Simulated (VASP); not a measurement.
NbP: relaxation of cell and atoms with PBE

NbP:

```xyz
4
Lattice="-1.6779 1.6779 5.7236 1.6779 -1.6779 5.7236 1.6779 1.6779 -5.7236" Properties=species:S:1:pos:R:3 pbc="T T T"
Nb    0.0000    0.0000    8.5860
Nb    0.0000    1.6779    0.0006
P     0.0000    0.0000    3.8070
P     1.6779    0.0000    0.9452
```

The cell is a database's computed one.

```yaml
Program: VASP 6.6.1
Task: relaxation of cell and atoms
Functional: PBE
Potentials_or_basis: VASP PAW PBE potentials, release 64 (Nb_pv, P)
Cutoff: 520 eV
k_mesh: 18 × 18 × 18
Occupations: gaussian, width 0.1 eV
Spin: no spin polarisation
Further_INCAR_settings: ALGO = Fast; EDIFF = 1e-07; IBRION = 2; EDIFFG = -0.002; NSW = 80; ISIF = 3
```

```yaml
Pressure_after_relaxing: 0.0 GPa
Band_gap_on_the_k_mesh: none (metal or under the smearing width)
```

Final structure:
```yaml
crystal:
  lattice:
    - [-1.67785, 1.67785, 5.72357]
    - [1.67785, -1.67785, 5.72357]
    - [1.67785, 1.67785, -5.72357]
  atoms:
    - { symbol: Nb, position: [0.75005, 0.75005, 0.00000] }
    - { symbol: Nb, position: [0.50005, 0.00005, 0.50000] }
    - { symbol: P, position: [0.33257, 0.33257, 0.00000] }
    - { symbol: P, position: [0.08257, 0.58257, 0.50000] }
```

Levels at points of the mesh, in eV from the Fermi level:
| k point | band 13 | band 14 | band 15 | band 16 | band 17 | band 18 | band 19 | band 20 |
| --- | --- | --- | --- | --- | --- | --- | --- | --- |
| (0.00, 0.00, 0.00) | -2.13 | -1.69 | -1.36 | -1.36 | 0.79 | 1.57 | 2.77 | 3.43 |
| (0.50, 0.00, 0.00) | -2.33 | -1.85 | -1.50 | -0.08 | 0.05 | 1.30 | 2.49 | 2.68 |
| (0.50, 0.50, 0.00) | -2.84 | -2.84 | -0.44 | -0.44 | 2.98 | 3.03 | 3.43 | 3.96 |
| (0.50, 0.50, 0.50) | -2.66 | -2.66 | -0.52 | -0.52 | 1.15 | 1.16 | 2.30 | 2.97 |

Run time: 29 min on 1 thread of Intel(R) Xeon(R) 6975P-C (Granite Rapids), on a shared host, peak memory 0.78 GiB.

Caveat: the relaxation stopped at its first step, so nothing moved.
